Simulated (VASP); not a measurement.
Consider the following.

```
CELL_PARAMETERS angstrom
      2.06294     1.19104     6.25426
     -2.06294     1.19104     6.25426
      0.00000    -2.38208     6.25426
ATOMIC_POSITIONS crystal
  W  0.00000 0.00000 0.00000
  Te 0.25200 0.25200 0.25200
  Te 0.74800 0.74800 0.74800
```

Method: PBE GGA, VASP's PBE PAW potentials (set 64) (plane waves; VASP). Settings: 300 eV cut-off, 5×5×5 Γ-centred mesh, Gaussian smearing of 0.10 eV, potentials W_sv Te.

At this cut-off the stress carries a Pulay error, which pulls relaxed volumes low. Unless said otherwise, spin-orbit coupling is left out, though it shifts the bands of the heavy elements here.

**Question.** What does the run give for the energy per atom (σ→0), pressure, band gap (on the k-mesh) with the smallest direct gap where there is one?

**Answer.** 
The band gap (on the k-mesh) is none (metal, semimetal or under 0.01 eV), the energy per atom (σ→0) comes out as -5.985 eV/atom and the pressure is -5.63 GPa.

Total energies compare only between runs with the same potentials, cut-off and functional.

The structure was generated: Te2W was put into an ordered model structure, which need not be its known phase. The cell was not relaxed at this level. The k-mesh is coarse (spacing up to 0.36 per Å, 2π included), so the numbers may not be converged in it.
